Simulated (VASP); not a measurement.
The system is W.

```
CELL_PARAMETERS angstrom
-1.58234 1.58234 1.58234
1.58234 -1.58234 1.58234
1.58234 1.58234 -1.58234
ATOMIC_POSITIONS crystal
W 0.00000 0.00000 0.00000
```

| Property | Result |
| --- | --- |
| Program | VASP 6.6.1 |
| Task | relaxation of cell and atoms |
| Functional | LDA |
| Potentials or basis | VASP PAW LDA potentials, release 64 (W_sv) |
| Cutoff | 600 eV |
| k mesh | 20 × 20 × 20 |
| Occupations | methfessel-paxton, width 0.1 eV |
| Spin | no spin polarisation |

At the start: pressure -7.0 GPa; volume 15.85 Å³/atom.

Question: Where does the relaxation end?

Answer: Over 4 steps the energy falls by 7.7 meV/atom and the volume is 15.51 Å³/atom (-2.2 %); space group Im-3m (No. 229, to 0.05 Å).

The path:
```
step  energy change (eV)  largest force (eV/Å)  pressure (GPa)  volume (Å³)
   1              0.0000                0.0000           -7.04        15.85
   2              0.1047                0.0000           32.05        14.30
   3             -0.0077                0.0000           -0.31        15.52
   4             -0.0077                0.0000           -0.06        15.51
```

Final structure:
```
CELL_PARAMETERS angstrom
-1.57087 1.57087 1.57087
1.57087 -1.57087 1.57087
1.57087 1.57087 -1.57087
ATOMIC_POSITIONS crystal
W 0.00000 0.00000 0.00000
```
